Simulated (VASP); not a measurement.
Energy against volume of GaN (wurtzite). These are vdW-DF-cx, VASP's PBE PAW potentials (set 64) (plane waves; VASP) values and carry that method's errors. Numerical set-up: 520 eV cut-off, 8×8×5 Γ-centred mesh, Gaussian smearing of 0.050 eV, potentials Ga_d N.

Shape and ions are relaxed at each volume.

```
V (Å³/atom)  E (eV/atom)
-----------  -----------
11.082          -3.90713
11.425          -3.91353
11.768          -3.90798
12.110          -3.89227
```

Fit these four points and predict the energy of the run at 10.739 Å³/atom.

A cubic in V^(−2/3), the third-order Birch-Murnaghan form, passes through the four points with V0 = 11.43 Å³/atom and B0 = 185 GPa, and gives -3.8868 eV/atom there. The run gave -3.8867 eV/atom, +0.1 meV/atom from the fit; all five points give B0 = 186 GPa.

The compound is GaN in the wurtzite structure. It was relaxed first.
